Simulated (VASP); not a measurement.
Method: PBE GGA, VASP's PBE PAW potentials (set 64) (plane waves; VASP 6.6.1).

VASP ran on this input.

### INCAR
```
EDIFFG=-0.02   # ionic stop
IBRION=2
ISIF=3   # ions, shape and volume
LWAVE=.FALSE.
GGA=PE   # PBE
LASPH=.TRUE.   # aspherical one-centre terms
LMAXMIX=4   # l cut-off of mixed one-centre charges
NELM=100   # most electronic steps
SIGMA=0.05   # width (eV)
NSW=40   # most ionic steps
PSTRESS=100
ISMEAR=0
SYSTEM=SrTiO3
PREC=Accurate
LCHARG=.FALSE.
ALGO=Normal   # blocked Davidson
EDIFF=1E-6   # SCF stop (eV)
ENCUT=620   # plane-wave cut-off (eV)
LREAL=.FALSE.
```

KPOINTS:
```
kpoints
0
Gamma
6 6 6
0 0 0
```

### POSCAR
```
SrTiO3
1
    3.8712642236     0.0000000000     0.0000000000
    0.0000000000     3.8712642236     0.0000000000
    0.0000000000    -0.0000000000     3.8712642236
Sr Ti O
1 1 3
Direct
  0.0000000000   0.0000000000   0.0000000000
  0.5000000000   0.5000000000   0.5000000000
  0.5000000000   0.0000000000   0.5000000000
  0.0000000000   0.5000000000   0.5000000000
  0.5000000000   0.5000000000   0.0000000000
```

POTCAR, in this order: Sr_sv Ti_sv O (PBE.64 set). Program: vasp_std.

The resulting files:

### OSZICAR
```
       N       E                     dE             d eps       ncg     rms          rms(c)
DAV:   1     0.495284983200E+03    0.49528E+03   -0.24500E+04   960   0.212E+03
DAV:   2     0.485154418237E+01   -0.49043E+03   -0.48290E+03  1144   0.543E+02
DAV:   3    -0.477175629229E+02   -0.52569E+02   -0.50536E+02  1376   0.160E+02
DAV:   4    -0.501071274416E+02   -0.23896E+01   -0.23886E+01  1376   0.316E+01
DAV:   5    -0.501777497964E+02   -0.70622E-01   -0.70619E-01  1352   0.437E+00    0.284E+01
DAV:   6    -0.399901744964E+02    0.10188E+02   -0.65169E+01  1408   0.765E+01    0.170E+01
DAV:   7    -0.400499570853E+02   -0.59783E-01   -0.80898E+00  1152   0.225E+01    0.111E+01
DAV:   8    -0.401152975898E+02   -0.65341E-01   -0.19515E+00  1248   0.154E+01    0.315E+00
DAV:   9    -0.400132074093E+02    0.10209E+00   -0.52228E-01  1152   0.756E+00    0.876E-01
DAV:  10    -0.400178522782E+02   -0.46449E-02   -0.11268E-01  1328   0.248E+00    0.747E-01
DAV:  11    -0.400112076117E+02    0.66447E-02   -0.53191E-02  1472   0.191E+00    0.162E-01
DAV:  12    -0.400110724846E+02    0.13513E-03   -0.22611E-03  1256   0.563E-01    0.582E-02
DAV:  13    -0.400110919998E+02   -0.19515E-04   -0.19572E-04  1312   0.122E-01    0.287E-02
DAV:  14    -0.400110951830E+02   -0.31832E-05   -0.37374E-05  1376   0.369E-02    0.110E-02
DAV:  15    -0.400110942390E+02    0.94396E-06   -0.77292E-06  1184   0.265E-02
   1 F= -.36389933E+02 E0= -.36389933E+02  d E =-.363899E+02
```

**OUTCAR**
```
------------------------ aborting loop because EDIFF is reached ----------------------------------------
  FORCE on cell =-STRESS in cart. coord.  units (eV):
  Direction    XX          YY          ZZ          XY          YZ          ZX
  --------------------------------------------------------------------------------------
  Total        3.6047940      3.6047940      3.6047940      0.0000000      0.0000000     -0.0000000
  in kB       99.5480130     99.5480130     99.5480130      0.0000000      0.0000000     -0.0000000
  external PRESSURE =      -0.4519870 kB  Pullay stress =     100.0000000 kB
  volume of cell :       58.02
      direct lattice vectors                 reciprocal lattice vectors
     3.871264224  0.000000000  0.000000000     0.258313549  0.000000000  0.000000000
     0.000000000  3.871264224  0.000000000     0.000000000  0.258313549  0.000000000
     0.000000000  0.000000000  3.871264224     0.000000000  0.000000000  0.258313549
 POSITION                                       TOTAL-FORCE (eV/Angst)
 -----------------------------------------------------------------------------------
      0.00000      0.00000      0.00000         0.000000      0.000000      0.000000
      1.93563      1.93563      1.93563         0.000000      0.000000      0.000000
      1.93563      0.00000      1.93563         0.000000      0.000000      0.000000
      0.00000      1.93563      1.93563         0.000000      0.000000      0.000000
      1.93563      1.93563      0.00000         0.000000      0.000000      0.000000
 -----------------------------------------------------------------------------------
    total drift:                                0.000000     -0.000000     -0.000000
  FREE ENERGIE OF THE ION-ELECTRON SYSTEM (eV)
  ---------------------------------------------------
  free  energy   TOTEN  =       -40.0110942390 eV

  energy  without entropy=      -40.0110942390  energy(sigma->0) =      -40.01109424
  enthalpy is  TOTEN    =       -36.3899330278 eV   P V=        3.6211612112

 reached required accuracy - stopping structural energy minimisation
```
(Selected blocks of OUTCAR.)

The compound is SrTiO3 in the cubic perovskite structure, the ideal cubic form; the compound distorts at low or room temperature. It was relaxed first under an external pressure of 10 GPa.
